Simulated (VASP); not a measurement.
The system is InAs.

```
In As
1.0
     0.00000    3.01800    3.01800
     3.01800    0.00000    3.01800
     3.01800    3.01800    0.00000
In As
1 1
Direct
  0.00000 0.00000 0.00000
  0.25000 0.25000 0.25000
```

Base run:

```yaml
Program: VASP 6.6.1
Functional: r2SCAN
Potentials_or_basis: VASP PAW PBE potentials, release 64 (In_d, As)
Cutoff: 520 eV
k_mesh: 9 × 9 × 9
Occupations: fermi-dirac, width 0.05 eV
Spin: no spin polarisation
```

Its results: band gap on the k mesh 0.28 eV, direct; pressure 2.3 GPa.

Question: The run is repeated on the same cell with these changes: functional from r2SCAN to PBEsol. What comes out?

Answer: Band gap on the k mesh none (metal or under the smearing width); pressure 1.6 GPa.

r2SCAN gives the wider gap, since meta-GGAs in the generalised Kohn-Sham scheme recover part of the derivative discontinuity.

Caveats: the PAW data sets were made with another functional, which shifts forces and pressure a little; spin-orbit coupling is left out, which moves the levels of the heavy elements (some runs); an odd mesh through Γ misses points on the zone boundary, where band edges often lie (some runs); this crystal is a semiconductor, whose small gap the functional closes, so the metal is an error of the method (some runs).

Not every run made on this cell is shown here.
